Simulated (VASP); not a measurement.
Set up this calculation in VASP 6.6.1, as the native input.

* Task: single point
* Functional: PBEsol
* Potentials or basis: VASP PAW PBE potentials, release 64 (Na_pv, Mo_sv, F)
* Cutoff: 520 eV
* k mesh: 5 × 5 × 5
* Occupations: methfessel-paxton, width 0.15 eV
* Spin: no spin polarisation
* Dipole correction: no
* Further INCAR settings: ALGO = Fast; EDIFF = 1e-06; NBANDS = 50

The structure of Na3MoF6 lies in POSCAR:

```
Na3MoF6
1.0
    0.0000000000      4.2490661700      4.2490661700
    4.2490661700      0.0000000000      4.2490661700
    4.2490661700      4.2490661700      0.0000000000
Na Mo F
3 1 6
Direct
    0.2500000006      0.2500000006      0.2500000006
    0.7500000006      0.7500000006      0.7500000006
    0.5000000000      0.5000000000      0.5000000000
    0.0000000000      0.0000000000      0.0000000000
    0.2423140000      0.2423140000      0.7576860000
    0.2423140000      0.7576860000      0.7576860000
    0.7576860000      0.7576860000      0.2423140000
    0.2423140000      0.7576860000      0.2423140000
    0.7576860000      0.2423140000      0.7576860000
    0.7576860000      0.2423140000      0.2423140000
```

The cell comes from a database or a generator and needn't be the stable form of this composition.

These files were run (other wordings do the same):

INCAR

```
SYSTEM = Na3MoF6
ALGO = Fast
EDIFF = 1E-6
ENCUT = 520
GGA = PS
ISIF = 2
ISMEAR = 1
LASPH = .TRUE.
LCHARG = .FALSE.
LREAL = .FALSE.
LWAVE = .FALSE.
NBANDS = 50
NELM = 100
PREC = Accurate
SIGMA = 0.15
```

KPOINTS

```
k-points
0
G
  5 5 5
  0 0 0
```

Potentials or basis: VASP PAW PBE potentials, release 64 (Na_pv, Mo_sv, F).

The run is started by

```sh
$ cat potpaw_PBE.64/Na_pv/POTCAR potpaw_PBE.64/Mo_sv/POTCAR potpaw_PBE.64/F/POTCAR > POTCAR
$ mpirun -np 1 vasp_std > vasp.out
```

Results of the run:

```
Pressure               : -3.5 GPa
Largest force          : 0.479 eV/Å
Band gap on the k mesh : none (metal or under the smearing width)
```

Caveat: the PAW data sets were made with another functional, which shifts forces and pressure a little; an odd number of electrons without spin polarisation forces a metal; a magnetic or distorted state may lie lower.

Wall time 98 s on 1 thread of Intel(R) Xeon(R) Platinum 8375C CPU @ 2.90GHz (Ice Lake), on a shared host, peak memory 0.35 GiB.
